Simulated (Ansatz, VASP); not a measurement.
# One calculation of Hf2RuO4, two programs

The input POSCAR:

```
Hf2RuO4
1.0
    0.0000000000      3.5414209200      0.0000000000
    3.5414209200      0.0000000000      0.0000000000
    1.7707104600      1.7707104600     -5.8102732000
Hf Ru O
2 1 4
Direct
    0.3538000000      0.3538000000      0.2924000000
    0.6462000000      0.6462000000      0.7076000000
    0.0000000000      0.0000000000      0.0000000000
    0.5000000000      0.0000000000      0.0000000000
    0.0000000000      0.5000000000      0.0000000000
    0.1630000000      0.1630000000      0.6740000000
    0.8370000000      0.8370000000      0.3260000000
```

File INCAR.step1:

```
PREC     = Accurate       # precision mode
ENCUT    = 520            # plane-wave cutoff, eV
ISMEAR   = -5             # smearing method
SIGMA    = 0.1            # smearing width, eV
LREAL    = False          # projectors in reciprocal space
LASPH    = True           # aspherical terms in the spheres
NELM     = 100            # most SCF steps
NBANDS   = 38             # bands
GGA      = PE             # functional
ALGO     = Normal         # electronic algorithm
EDIFF    = 1E-4           # SCF threshold, eV
LWAVE    = True           # write WAVECAR
LCHARG   = False          # write CHGCAR
```

File INCAR.step2:

```
PREC     = Accurate       # precision mode
ENCUT    = 520            # plane-wave cutoff, eV
EDIFF    = 1E-6           # SCF threshold, eV
ISMEAR   = -5             # smearing method
SIGMA    = 0.1            # smearing width, eV
LREAL    = False          # projectors in reciprocal space
LASPH    = True           # aspherical terms in the spheres
NELM     = 100            # most SCF steps
ALGO     = Normal         # electronic algorithm
ISIF     = 2              # what is computed and relaxed
LWAVE    = False          # write WAVECAR
LCHARG   = False          # write CHGCAR
METAGGA  = R2SCAN         # meta-GGA
LMIXTAU  = True         
NBANDS   = 38             # bands
ISTART   = 1
```

File KPOINTS:

```
regular mesh
0
Gamma
  5 5 5
```

Input for Ansatz:

```yaml
crystal:
  lattice:
    - [0.0, 3.54142092, 0.0]
    - [3.54142092, 0.0, 0.0]
    - [1.77071046, 1.77071046, -5.8102732]
  atoms:
    - { symbol: Hf, position: [0.3538, 0.3538, 0.2924] }
    - { symbol: Hf, position: [0.6462, 0.6462, 0.7076] }
    - { symbol: Ru, position: [0.0, 0.0, 0.0] }
    - { symbol: O, position: [0.5, 0.0, 0.0] }
    - { symbol: O, position: [0.0, 0.5, 0.0] }
    - { symbol: O, position: [0.163, 0.163, 0.674] }
    - { symbol: O, position: [0.837, 0.837, 0.326] }
  symmetry: { tolerance: 0.0003 }
kpoints:
  mp_grid: { grid: [5, 5, 5], shift: [0, 0, 0] }
magnetization:
  spin_polarized: false
scf:
  occupations: { method: tetrahedron }
hamiltonian:
  pseudopotentials: { kind: paw }
  xc: r2scan
basis:
  ecutwfc: 500
output:
  forces: true
  stress: true
  eigenvalues: true
  write_density: true
  write_potential: true
  elf: true
  volumetric_format: npy
```

The cell was built by a generator and needn't be a form met in nature.

Alike in both runs: task single point; functional r2SCAN; k mesh 5 × 5 × 5; occupations tetrahedron; no spin polarisation.

|  | VASP | Ansatz |
| --- | --- | --- |
| version | VASP 6.6.1 | Ansatz 0.2.0 |
| potentials or method | VASP PAW PBE potentials, release 64 (Hf_pv, Ru_pv, O) | PAW plane waves |
| plane-wave cutoff (eV) | 520 | 500 |
| valence electrons in the cell | 58 | 92 |

|  | VASP | Ansatz | Ansatz less VASP |
| --- | --- | --- | --- |
| gap on the k mesh at the Fermi level (eV) | none | none | - |
| rms of the force components (eV/Å) | 1.240 | 1.185 | -0.0542 |

Atom by atom the forces differ by 0.059 eV/Å (rms over components). A gap of «none» marks a metal or a gap that the smearing closes. With one functional, cell and mesh, what is left measures potentials, basis and numerics. The two sets of potentials don't hold the same shells in valence. Ansatz warned: «band_table_not_solved_further».

Caveats: the k mesh is coarse (spacing up to 0.37 Å⁻¹), so the values aren't converged; the PAW data sets were made with another functional, which shifts forces and pressure a little (VASP); tetrahedron occupations give inexact forces and stress in metals. The runs have no spin-orbit coupling, so splittings on Hf are missing.
